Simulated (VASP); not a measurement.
# Si2B3 (R-3m) in VASP: further runs

Runs on Si2B3. Level: PBE. Tasks: relaxation of cell and atoms.

All numbers are computed with VASP 6.6.1; they aren't measurements. Logs are shortened: lines on timing, memory, paths and dates and some standing lists are left out, and cuts for length are marked.

**1. The structure**

It takes space group R-3m (No. 166, trigonal). Conventional cell: a = 2.986 Å, b = 2.986 Å, c = 17.790 Å, α = 90.00°, β = 90.00°, γ = 120.00°. Si (site symmetry 3m) has 6 B at 2.09 to 2.38 Å as nearest neighbours. B (site symmetry 3m) is surrounded by 3 B at 1.74 Å. B (site symmetry -3m) has 6 Si at 2.09 Å as nearest neighbours.

The cell was built by a generator and needn't be a form met in nature.

**2. Relaxation of cell and atoms, PBE**

The input, INCAR:

```
SYSTEM = Si2B3
PREC = Accurate ; ENCUT = 520
EDIFF = 1E-6 ; ISMEAR = 0
SIGMA = 0.1 ; LREAL = .False.
LASPH = .True. ; NELM = 120
ALGO = Normal ; ISIF = 3
LWAVE = .False. ; LCHARG = .False.
GGA = PE ; IBRION = 2
NSW = 90 ; EDIFFG = -0.01
KPAR = 4
```

The input, KPOINTS:

```
regular mesh
0
Gamma
  12 12 12
  0 0 0
```

The input, POSCAR:

```
Si2B3
1.0
    1.4930104200      0.8619899700      5.9300000000
   -1.4930104200      0.8619899700      5.9300000000
    0.0000000000     -1.7239799400      5.9300000000
Si B
2 3
Direct
    0.4001686300      0.4001686300      0.4001686300
    0.5998313700      0.5998313700      0.5998313700
    0.8259696500      0.8259696500      0.8259696500
    0.1740303500      0.1740303500      0.1740303500
    0.0000000000      0.0000000000      0.0000000000
```

Potentials or basis: VASP PAW PBE potentials, release 64 (Si, B).

On the command line:

```console
> cat potpaw_PBE.64/Si/POTCAR potpaw_PBE.64/B/POTCAR > POTCAR
> mpirun -np 4 vasp_std > vasp.out
```

OUTCAR:

```text
SYSTEM = Si2B3
   PREC = Accurate
   ENCUT = 520
   EDIFF = 1E-6
   ISMEAR = 0
   LREAL = .False.
   LASPH = .True.
   NELM = 120
   ISIF = 3
   GGA = PE
   IBRION = 2
   NSW = 90
   EDIFFG = -0.01

 ion  position               nearest neighbor table
   1  0.400  0.400  0.400-   5 2.09   5 2.09   5 2.09   3 2.38   3 2.38   3 2.38   4 2.57   4 2.57
                             4 2.57   2 2.94   2 2.94   2 2.94
   2  0.600  0.600  0.600-   5 2.09   5 2.09   5 2.09   4 2.38   4 2.38   4 2.38   3 2.57   3 2.57
                             3 2.57   1 2.94   1 2.94   1 2.94
   3  0.826  0.826  0.826-   4 1.74   4 1.74   4 1.74   1 2.38   1 2.38   1 2.38   2 2.57   2 2.57
                             2 2.57
   4  0.174  0.174  0.174-   3 1.74   3 1.74   3 1.74   2 2.38   2 2.38   2 2.38   1 2.57   1 2.57
                             1 2.57
   5  0.000  0.000  0.000-   2 2.09   2 2.09   1 2.09   1 2.09   2 2.09   1 2.09

  LATTYP: Found a trigonal (rhomboedric) cell.
 ALAT       =     6.1755167252
 COS(alpha) =     0.8831014645

  Lattice vectors:

 A1 = (   1.4930104200,   0.8619899700,   5.9300000000)
 A2 = (  -1.4930104200,   0.8619899700,   5.9300000000)
 A3 = (   0.0000000000,  -1.7239799400,   5.9300000000)

Analysis of symmetry for initial positions (statically):
=====================================================================
 Subroutine PRICEL returns:
 Original cell was already a primitive cell.

 Routine SETGRP: Setting up the symmetry group for a
 trigonal (rhombohedral) supercell.

 Subroutine GETGRP returns: Found 12 space group operations
 (whereof 12 operations were pure point group operations)
 out of a pool of 12 trial point group operations.

The static configuration has the point symmetry D_3d.

Analysis of symmetry for dynamics (positions and initial velocities):
=====================================================================
 Subroutine PRICEL returns:
 Original cell was already a primitive cell.

 Routine SETGRP: Setting up the symmetry group for a
 trigonal (rhombohedral) supercell.

 Subroutine GETGRP returns: Found 12 space group operations
 (whereof 12 operations were pure point group operations)
 out of a pool of 12 trial point group operations.

The dynamic configuration has the point symmetry D_3d.

 Subroutine INISYM returns: Found 12 space group operations
 (whereof 12 operations are pure point group operations),
 and found     1 'primitive' translations

----------------------------------------------------------------------------------------

                                     Primitive cell

  volume of cell :      45.7900

  direct lattice vectors                    reciprocal lattice vectors
     1.493010420  0.861989970  5.930000000     0.334893845  0.193351051  0.056211355
    -1.493010420  0.861989970  5.930000000    -0.334893845  0.193351051  0.056211355
     0.000000000 -1.723979940  5.930000000     0.000000000 -0.386702102  0.056211355

  length of vectors
     6.175516725  6.175516725  6.175516726     0.390766212  0.390766212  0.390766212

  position of ions in fractional coordinates (direct lattice)
     0.400168630  0.400168630  0.400168630
     0.599831370  0.599831370  0.599831370
     0.825969650  0.825969650  0.825969650
     0.174030350  0.174030350  0.174030350
     0.000000000  0.000000000  0.000000000

  ion indices of the primitive-cell ions
   primitive index   ion index
                 1           1
                 2           2
                 3           3
                 4           4
                 5           5

----------------------------------------------------------------------------------------

 KPOINTS: regular mesh

Automatic generation of k-mesh.
 Grid dimensions read from file:
 generate k-points for:   12   12   12

 Generating k-lattice:

  Cartesian coordinates                     Fractional coordinates (reciprocal lattice)
     0.027907820  0.016112588  0.004684280     0.083333333 -0.000000000  0.000000000
    -0.027907820  0.016112588  0.004684280    -0.000000000  0.083333333  0.000000000
     0.000000000 -0.032225175  0.004684280     0.000000000  0.000000000  0.083333333

  Length of vectors
     0.032563851  0.032563851  0.032563851

  Shift w.r.t. Gamma in fractional coordinates (k-lattice)
     0.000000000  0.000000000  0.000000000

 Subroutine IBZKPT returns following result:
 ===========================================

 Found    189 irreducible k-points:

 Following reciprocal coordinates:
            Coordinates               Weight
  0.000000  0.000000  0.000000      1.000000
  0.083333  0.000000 -0.000000      6.000000
  0.166667  0.000000 -0.000000      6.000000
  0.250000  0.000000 -0.000000      6.000000
  0.333333  0.000000 -0.000000      6.000000
  0.416667  0.000000 -0.000000      6.000000
[... 16 lines left out ...]
  0.500000  0.166667 -0.000000     12.000000
 -0.416667  0.166667  0.000000     12.000000
 [... further k-points ...]
   k-points           NKPTS =    189   k-points in BZ     NKDIM =    189   number of bands    NBANDS=     12
   number of dos      NEDOS =    301   number of ions     NIONS =      5
   total plane-waves  NPLWV = 110592
   dimension x,y,z NGX =    48 NGY =   48 NGZ =   48
   dimension x,y,z NGXF=    96 NGYF=   96 NGZF=   96
   ions per type =               2   3
   NGX,Y,Z   is equivalent  to a cutoff of  12.92, 12.92, 12.92 a.u.
   NGXF,Y,Z  is equivalent  to a cutoff of  25.84, 25.84, 25.84 a.u.
 SYSTEM =  Si2B3
   PREC   = accura    normal or accurate (medium, high low for compatibility)
   ISTART =      0    job   : 0-new  1-cont  2-samecut
   ICHARG =      2    charge: 1-file 2-atom 10-const
   ISPIN  =      1    spin polarized calculation?
   LNONCOLLINEAR =      F non collinear calculations
   LSORBIT =      F    spin-orbit coupling
   LASPH  =      T    aspherical Exc in radial PAW
   ENCUT  =  520.0 eV  38.22 Ry    6.18 a.u.  11.48 11.48 11.48*2*pi/ulx,y,z
   NELM   =    120;   NELMIN=  2; NELMDL= -5     # of ELM steps
   EDIFF  = 0.1E-05   stopping-criterion for ELM
   LREAL  =      F    real-space projection
   EDIFFG = -.1E-01   stopping-criterion for IOM
   NSW    =     90    number of steps for IOM
   IBRION =      2    ionic relax: 0-MD 1-quasi-New 2-CG
   NFREE  =      1    steps in history (QN), initial steepest desc. (CG)
   ISIF   =      3    stress and relaxation
   ISYM   =      2    0-nonsym 1-usesym 2-fastsym
   POTIM  = 0.5000    time-step for ionic-motion
   TEBEG  =    0.0;   TEEND  =   0.0 temperature during run
   PSTRESS=    0.0 pullay stress
   NELECT =      17.0000    total number of electrons
   NUPDOWN=      -1.0000    fix difference up-down
   EMIN   =  10.00;   EMAX   =-10.00  energy-range for DOS
   EFERMI =   0.00;   METHOD = LEGACY
   ISMEAR =     0;   SIGMA  =   0.10  broadening in eV -4-tet -1-fermi 0-gaus
   EFERMI_NEDOS =   21; number of points for ismear=-14 and -15
   IALGO  =     38    algorithm
   IMIX   =      4    mixing-type and parameters
     AMIX     =   0.40;   BMIX     =  1.00
     AMIX_MAG =   1.60;   BMIX_MAG =  1.00
  volume/ion in A,a.u.               =       9.16        61.80
  Fermi-wavevector in a.u.,A,eV,Ry     =   1.176614  2.223479 18.836196  1.384421
  Thomas-Fermi vector in A             =   2.312975
   LORBIT       =      0    0 simple, 1 ext, 2 COOP (PROOUT), +10 PAW based schemes
   GGA     = PE    functional components
   LHFCALC =     F    Hartree Fock is set to
   AEXX    =    0.0000 exact exchange contribution
   IVDW    =     0    specifies the selected vdW correction
   LEPSILON=     F    determine dielectric tensor
   LRPA    =     F    only Hartree local field effects (RPA)
 conjugate gradient relaxation of ions
 non-spin polarized calculation
 Gauss-broadening in eV      SIGMA  =   0.10
  energy-cutoff  :      520.00
  volume of cell :       45.79
 maximum number of plane-waves:      1261
 NGX is ok and might be reduce to    48
   NGX = 23   NGY = 23   NGZ = 23

--------------------------------------- Ionic step        1  -------------------------------------------

 number of electron      17.0000000 magnetization

 Free energy of the ion-electron system (eV)
  ---------------------------------------------------
  ext. energy  EPLUGINS =         0.00000000
  ---------------------------------------------------
  free energy    TOTEN  =       -28.62744935 eV

  energy without entropy =      -28.62295583  energy(sigma->0) =      -28.62520259

------------------------ aborting loop because EDIFF is reached ----------------------------------------

  FORCE on cell =-STRESS in cart. coord.  units (eV):
  Direction    XX          YY          ZZ          XY          YZ          ZX
  --------------------------------------------------------------------------------------
  -------------------------------------------------------------------------------------
  Total        0.0708823      0.0708823      0.2069874      0.0000000     -0.0000000      0.0000000
  in kB        2.4801471      2.4801471      7.2424158      0.0000000     -0.0000000      0.0000000
  external PRESSURE =       4.0675700 kB  Pullay stress =       0.0000000 kB
[... 258 lines left out ...]
  energy  without entropy=      -28.6273664825  energy(sigma->0) =      -28.62974137

--------------------------------------- Ionic step        8  -------------------------------------------

 number of electron      17.0000000 magnetization

 Free energy of the ion-electron system (eV)
  ---------------------------------------------------
  ext. energy  EPLUGINS =         0.00000000
  ---------------------------------------------------
  free energy    TOTEN  =       -28.63213351 eV

  energy without entropy =      -28.62735155  energy(sigma->0) =      -28.62974253

 E-fermi :   9.5117     XC(G=0): -11.9267

 val. band max:        9.5076271785   @ k =   0.4167   0.2500  -0.0000
 cond. band min:       9.5497950961   @ k =  -0.4167   0.5000   0.4167
 fundamental gap:      0.0421679176
 Fermi energy:         9.5116777021

 k-point     1 :       0.0000    0.0000    0.0000
  band No.  band energies     occupation
      1      -5.9952      2.00000
      2      -2.4140      2.00000
      3      -2.0079      2.00000
      4       7.1400      2.00000
      5       9.4753      1.39350
      6       9.4753      1.39350
      7      10.4219      0.00000
      8      11.1063      0.00000
      9      11.1063      0.00000
     10      13.9985      0.00000
     11      13.9985      0.00000
     12      14.9884      0.00000
[... 331 lines left out ...]
 k-point    24 :      -0.4167    0.1667    0.0000
  band No.  band energies     occupation
      1      -0.7555      2.00000
      2      -0.4927      2.00000
      3       1.3616      2.00000
      4       2.1856      2.00000
      5       3.7857      2.00000
      6       4.1400      2.00000
      7       5.1674      2.00000
      8       5.5016      2.00000
      9       9.2716      1.99931
     10      11.4604      0.00000
     11      12.6418      0.00000
     12      13.3541      0.00000

 [... further k-points ...]
[... 5 lines left out ...]
  --------------------------------------------------------------------------------------
  -------------------------------------------------------------------------------------
  Total        0.0101924      0.0101924     -0.0206450      0.0000000      0.0000000     -0.0000000
  in kB        0.3571145      0.3571145     -0.7233447      0.0000000      0.0000000     -0.0000000
  external PRESSURE =      -0.0030386 kB  Pullay stress =       0.0000000 kB
[... 20 lines left out ...]
  FREE ENERGIE OF THE ION-ELECTRON SYSTEM (eV)
  ---------------------------------------------------
  free  energy   TOTEN  =       -28.6321335056 eV

  energy  without entropy=      -28.6273515469  energy(sigma->0) =      -28.62974253

 reached required accuracy - stopping structural energy minimisation
```

Run time: 2 min. Hardware: 4 MPI ranks of Intel Xeon 6975P-C (Granite Rapids), shared host; peak memory 0.4 GiB.

Results:

| Property | Result |
| --- | --- |
| Free energy | -28.6321 eV |
| Relaxed volume | 9.15 Å³/atom |
| Relaxed cell | a = 6.183 Å, b = 6.183 Å, c = 6.183 Å, α = 27.91°, β = 27.91°, γ = 27.91° |
| Space group after relaxing (to 0.05 Å) | R-3m (No. 166) |
| Energy gained by relaxing | 0.9 meV/atom |
| Ionic steps | 8 |
| Pressure after relaxing | 0.0 GPa |
| Band gap on the k mesh | none (metal or under the smearing width) |

Forces in eV/Å, atoms in the order of the input:
```
Si   0.000  0.000  0.002
Si   0.000  0.000 -0.002
B    0.000  0.000  0.002
B    0.000  0.000 -0.002
B    0.000  0.000  0.000
```

The path:
```csv
step,energy change (eV),largest force (eV/Å),pressure (GPa),volume (Å³)
1,0.0000,0.2148,0.41,45.79
2,-0.0034,0.0602,-0.54,45.94
3,-0.0035,0.0534,-0.77,45.98
4,-0.0045,0.0392,0.07,45.72
5,-0.0045,0.0389,0.09,45.72
6,-0.0046,0.0174,0.05,45.72
7,-0.0047,0.0104,0.02,45.72
8,-0.0047,0.0022,0.00,45.73
```

Final structure:
```
Si B
1.0
     1.49098    0.86082    5.93809
    -1.49098    0.86082    5.93809
     0.00000   -1.72163    5.93809
Si B
2 3
Direct
  0.40108 0.40108 0.40108
  0.59892 0.59892 0.59892
  0.82516 0.82516 0.82516
  0.17484 0.17484 0.17484
  0.00000 0.00000 0.00000
```

Levels at points of the mesh, in eV from the Fermi level:
| k point | band 7 | band 8 | band 9 | band 10 | band 11 | band 12 |
| --- | --- | --- | --- | --- | --- | --- |
| (0.00, 0.00, 0.00) | 0.91 | 1.59 | 1.59 | 4.49 | 4.49 | 5.48 |
| (0.50, 0.00, 0.00) | -3.24 | -1.46 | -0.12 | 2.06 | 2.28 | 3.35 |
| (0.50, 0.50, 0.00) | -3.46 | -1.43 | -0.80 | 0.25 | 2.59 | 3.61 |
| (0.50, 0.50, 0.50) | 1.81 | 1.81 | 3.78 | 3.78 | 4.87 | 7.49 |

**3. Relaxation of cell and atoms, PBE**

The input, INCAR:

```
SYSTEM = Si2B3
PREC = Accurate ; ENCUT = 520
EDIFF = 1E-7 ; ISMEAR = 0
SIGMA = 0.1 ; LREAL = .False.
LASPH = .True. ; NELM = 120
ALGO = Normal ; ISIF = 3
LWAVE = .False. ; LCHARG = .False.
GGA = PE ; IBRION = 2
NSW = 60 ; EDIFFG = -0.005
POTIM = 0.3 ; KPAR = 4
```

KPOINTS is that of step 2.

The input, POSCAR:

```
Si2B3                                   
1.0
    1.4909795553      0.8608174497      5.9380890978
   -1.4909795553      0.8608174497      5.9380890978
   -0.0000000000     -1.7216348995      5.9380890978
  Si              B             
     2     3
Direct
     0.4010754778036178    0.4010754778036178    0.4010754778036178
     0.5989245221963824    0.5989245221963824    0.5989245221963824
     0.8251557526049660    0.8251557526049660    0.8251557526049660
     0.1748442473950341    0.1748442473950341    0.1748442473950341
     0.0000000000000000    0.0000000000000000    0.0000000000000000
```

Potentials or basis: VASP PAW PBE potentials, release 64 (Si, B).

On the command line:

```console
> cat potpaw_PBE.64/Si/POTCAR potpaw_PBE.64/B/POTCAR > POTCAR
> mpirun -np 4 vasp_std > vasp.out
```

OUTCAR:

```text
SYSTEM = Si2B3
   PREC = Accurate
   ENCUT = 520
   EDIFF = 1E-7
   ISMEAR = 0
   LREAL = .False.
   LASPH = .True.
   NELM = 120
   ISIF = 3
   GGA = PE
   IBRION = 2
   NSW = 60
   EDIFFG = -0.005
   POTIM = 0.3

 ion  position               nearest neighbor table
   1  0.401  0.401  0.401-   5 2.10   5 2.10   5 2.10   3 2.36   3 2.36   3 2.36   4 2.57   4 2.57
                             4 2.57   2 2.96   2 2.96   2 2.96
[... 574 lines left out ...]
  --------------------------------------------------------------------------------------
  -------------------------------------------------------------------------------------
  Total        0.0100729      0.0100729     -0.0220209      0.0000000      0.0000000     -0.0000000
  in kB        0.3529274      0.3529274     -0.7715530      0.0000000      0.0000000     -0.0000000
  external PRESSURE =      -0.0218994 kB  Pullay stress =       0.0000000 kB

 VOLUME and BASIS-vectors are now :
 -----------------------------------------------------------------------------
  energy-cutoff  :      520.00
  volume of cell :       45.73
      direct lattice vectors                 reciprocal lattice vectors
     1.490979555  0.860817450  5.938089098     0.335350004  0.193614415  0.056134781
    -1.490979555  0.860817450  5.938089098    -0.335350004  0.193614415  0.056134781
     0.000000000 -1.721634899  5.938089098     0.000000000 -0.387228829  0.056134781

 POSITION                                       TOTAL-FORCE (eV/Angst)
 -----------------------------------------------------------------------------------
      0.00000     -0.00000      7.14487        -0.000000     -0.000000      0.001930
      0.00000     -0.00000     10.66940        -0.000000      0.000000     -0.001930
      0.00000     -0.00000     14.69955        -0.000000     -0.000000      0.002263
      0.00000     -0.00000      3.11472        -0.000000      0.000000     -0.002263
      0.00000      0.00000      0.00000         0.000000      0.000000      0.000000
 -----------------------------------------------------------------------------------
    total drift:                                0.000000      0.000000      0.000000

  FREE ENERGIE OF THE ION-ELECTRON SYSTEM (eV)
  ---------------------------------------------------
  free  energy   TOTEN  =       -28.6321088116 eV

  energy  without entropy=      -28.6273259307  energy(sigma->0) =      -28.62971737

 reached required accuracy - stopping structural energy minimisation
```

It took 46 s on 4 MPI ranks of Intel Xeon 6975P-C (Granite Rapids), shared host; peak memory 0.35 GiB.

What came out:

* Free energy: -28.6321 eV
* Pressure after relaxing: 0.0 GPa
* Band gap on the k mesh: none (metal or under the smearing width)

Forces in eV/Å, atoms in the order of the input:
```
Si   0.000  0.000  0.002
Si   0.000  0.000 -0.002
B    0.000  0.000  0.002
B    0.000  0.000 -0.002
B    0.000  0.000  0.000
```

Final structure:
```cif
data_structure
_symmetry_space_group_name_H-M 'P 1'
_symmetry_Int_Tables_number 1
_cell_length_a 6.1826
_cell_length_b 6.1826
_cell_length_c 6.1826
_cell_angle_alpha 27.910
_cell_angle_beta 27.910
_cell_angle_gamma 27.910
_cell_volume 45.73
loop_
_atom_site_label
_atom_site_type_symbol
_atom_site_fract_x
_atom_site_fract_y
_atom_site_fract_z
_atom_site_occupancy
Si1 Si 0.40108 0.40108 0.40108 1
Si2 Si 0.59892 0.59892 0.59892 1
B1 B 0.82516 0.82516 0.82516 1
B2 B 0.17484 0.17484 0.17484 1
B3 B 0.00000 0.00000 0.00000 1
```

Caveat: the relaxation stopped at its first step, so nothing moved.
